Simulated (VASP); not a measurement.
All values below come from PBEsol GGA, VASP's PBE PAW potentials (set 64) (plane waves; VASP 6.6.1).

VASP input:

### INCAR
```
SYSTEM = Mo2N
PREC = Accurate
ENCUT = 520
EDIFF = 1E-7
NELM = 100
ALGO = Normal
LREAL = .FALSE.
LASPH = .TRUE.
ISMEAR = 0
SIGMA = 0.05
GGA = PS
LMAXMIX = 4
LWAVE = .FALSE.
LCHARG = .FALSE.
LORBIT = 11
ICHARG = 11
```

**POSCAR**
```
Mo2N
1
    6.4976375282    -0.0000000645    -0.0000000000
   -3.2488193734     5.6271191515     0.0000000000
   -0.0000000000     0.0000000000     2.8600311340
Mo N
6 3
Direct
  0.2383771236   1.0000000000   0.0000000000
  1.0000000000   0.2383771236   0.0000000000
  0.7616228764   0.7616228764   0.0000000000
  0.5780814661   0.0000000001   0.5000000000
  1.0000000000   0.5780814660   0.5000000000
  0.4219185339   0.4219185339   0.5000000000
  0.0000000000   0.0000000000   0.5000000000
  0.3333330000   0.6666670000   0.0000000000
  0.6666670000   0.3333330000   0.0000000000
```

File KPOINTS:
```
k-points along high-symmetry lines
10
Line-mode
Reciprocal
  0.000000   0.000000   0.000000 ! GAMMA
  0.500000   0.000000   0.000000 ! M

  0.500000   0.000000   0.000000 ! M
  0.333333   0.333333   0.000000 ! K

  0.333333   0.333333   0.000000 ! K
  0.000000   0.000000   0.000000 ! GAMMA

  0.000000   0.000000   0.000000 ! GAMMA
  0.000000   0.000000   0.500000 ! A

  0.000000   0.000000   0.500000 ! A
  0.500000   0.000000   0.500000 ! L

  0.500000   0.000000   0.500000 ! L
  0.333333   0.333333   0.500000 ! H

  0.333333   0.333333   0.500000 ! H
  0.000000   0.000000   0.500000 ! A

  0.500000   0.000000   0.500000 ! L
  0.500000   0.000000   0.000000 ! M

  0.333333   0.333333   0.500000 ! H
  0.333333   0.333333   0.000000 ! K
```

POTCAR, in this order: Mo_sv N (PBE.64 set). Program: vasp_std. Read from the step before: CHGCAR.

What VASP printed:

### OUTCAR
```
 ion  position               nearest neighbor table
   1  0.238  0.000  0.000-   7 2.11   7 2.11   8 2.53   9 2.53   4 2.63   4 2.63   3 2.68   2 2.68
                             5 2.78   5 2.78   6 2.78   6 2.78
   2  0.000  0.238  0.000-   7 2.11   7 2.11   9 2.53   8 2.53   5 2.63   5 2.63   3 2.68   1 2.68
                             4 2.78   4 2.78   6 2.78   6 2.78
   3  0.762  0.762  0.000-   7 2.11   7 2.11   8 2.53   9 2.53   6 2.63   6 2.63   1 2.68   2 2.68
                             5 2.78   5 2.78   4 2.78   4 2.78
   4  0.578  0.000  0.500-   9 2.41   9 2.41   8 2.41   8 2.41   1 2.63   1 2.63   2 2.78   2 2.78
                             3 2.78   3 2.78   5 3.37   5 3.37   6 3.37   6 3.37
   5  0.000  0.578  0.500-   8 2.41   8 2.41   9 2.41   9 2.41   2 2.63   2 2.63   1 2.78   1 2.78
                             3 2.78   3 2.78   4 3.37   4 3.37   6 3.37   6 3.37
   6  0.422  0.422  0.500-   9 2.41   9 2.41   8 2.41   8 2.41   3 2.63   3 2.63   2 2.78   2 2.78
                             1 2.78   1 2.78   5 3.37   4 3.37   5 3.37   4 3.37
   7  0.000  0.000  0.500-   3 2.11   3 2.11   1 2.11   1 2.11   2 2.11   2 2.11
   8  0.333  0.667  0.000-   5 2.41   5 2.41   4 2.41   4 2.41   6 2.41   6 2.41   1 2.53   2 2.53
                             3 2.53
   9  0.667  0.333  0.000-   4 2.41   4 2.41   5 2.41   5 2.41   6 2.41   6 2.41   2 2.53   1 2.53
                             3 2.53
  LATTYP: Found a hexagonal cell.
 ALAT       =     6.4976375282
 C/A-ratio  =     0.4401647709
 Subroutine PRICEL returns:
 Original cell was already a primitive cell.
 Subroutine GETGRP returns: Found 12 space group operations
The static configuration has the point symmetry D_3h.
The dynamic configuration has the point symmetry D_3h.
 Subroutine INISYM returns: Found 12 space group operations
   k-points           NKPTS =     90   k-points in BZ     NKDIM =     90   number of bands    NBANDS=     59
   number of dos      NEDOS =    301   number of ions     NIONS =      9
   total plane-waves  NPLWV =  55296
   dimension x,y,z NGX =    48 NGY =   48 NGZ =   24
   dimension x,y,z NGXF=    96 NGYF=   96 NGZF=   48
   ions per type =               6   3
   PREC   = accura    normal or accurate (medium, high low for compatibility)
   ISTART =      0    job   : 0-new  1-cont  2-samecut
   ICHARG =     11    charge: 1-file 2-atom 10-const
   ISPIN  =      1    spin polarized calculation?
   LNONCOLLINEAR =      F non collinear calculations
   LSORBIT =      F    spin-orbit coupling
   INIWAV =      1    electr: 0-lowe 1-rand  2-diag
...
```

File OSZICAR:
```
       N       E                     dE             d eps       ncg     rms          rms(c)
DAV:   1     0.121199901438E+04    0.12120E+04   -0.61747E+04 10620   0.178E+03
DAV:   2    -0.315630310500E+02   -0.12436E+04   -0.12125E+04 11482   0.556E+02
DAV:   3    -0.916823500193E+02   -0.60119E+02   -0.58495E+02 14467   0.110E+02
DAV:   4    -0.933851169472E+02   -0.17028E+01   -0.16696E+01 13144   0.150E+01
DAV:   5    -0.934346790922E+02   -0.49562E-01   -0.49198E-01 13600   0.223E+00
DAV:   6    -0.934360901780E+02   -0.14111E-02   -0.14071E-02 13456   0.322E-01
DAV:   7    -0.934361460380E+02   -0.55860E-04   -0.55759E-04 12568   0.556E-02
DAV:   8    -0.934361486618E+02   -0.26238E-05   -0.26193E-05 11992   0.987E-03
DAV:   9    -0.934361488354E+02   -0.17364E-06   -0.17308E-06 10472   0.205E-03
DAV:  10    -0.934361488468E+02   -0.11354E-07   -0.13464E-07  9240   0.562E-04
   1 F= -.93436149E+02 E0= -.93433251E+02  d E =-.579517E-02
```

File OUTCAR:
```
 val. band max:       13.3267459739   @ k =   0.4815   0.0370   0.0000

 cond. band min:      13.3454913227   @ k =   0.2222   0.2222   0.0000



 k-point     1 :       0.0000    0.0000    0.0000
  band No.  band energies     occupation
      1     -48.1783      2.00000
      2     -48.0615      2.00000
      3     -48.0614      2.00000
      4     -47.7692      2.00000
      5     -47.7591      2.00000
      6     -47.7591      2.00000
      7     -23.0201      2.00000
      8     -22.6772      2.00000
      9     -22.5276      2.00000
     10     -22.5275      2.00000
     11     -22.3689      2.00000
     12     -22.3688      2.00000
     13     -22.1431      2.00000
     14     -22.1368      2.00000
     15     -22.1368      2.00000
     16     -21.9272      2.00000
     17     -21.9271      2.00000
     18     -21.7506      2.00000
     19     -21.6208      2.00000
     20     -21.6208      2.00000
     21     -21.5459      2.00000
     22     -21.5313      2.00000
     23     -21.3251      2.00000
     24     -21.3251      2.00000
     25      -3.4106      2.00000
     26      -2.5792      2.00000
     27      -1.9303      2.00000
     28       5.6683      2.00000
     29       5.6683      2.00000
     30       6.5375      2.00000
     31       6.5375      2.00000
     32       6.7734      2.00000
     33       7.9162      2.00000
     34       8.0122      2.00000
     35       8.0122      2.00000
     36       8.9593      2.00000
     37       9.0324      2.00000
     38       9.0324      2.00000
     39       9.1613      2.00000
     40       9.7372      2.00000
     41       9.7372      2.00000
     42      11.0178      2.00000
     43      11.8384      2.00000
     44      11.8385      2.00000
     45      11.9834      2.00000
     46      12.2692      2.00000
     47      12.4962      2.00000
     48      12.4962      2.00000
     49      12.9888      2.00000
     50      12.9889      2.00000
     51      13.0351      2.00000
     52      13.0351      2.00000
...
```

The density is held fixed in this step, so its total energy and stress have no physical meaning.

The structure was generated: Mo2N was put into the Fe2P type (P-62m), which need not be its known phase. It was relaxed first. The electron count is odd and the run is not spin-polarised, which forces a metal.
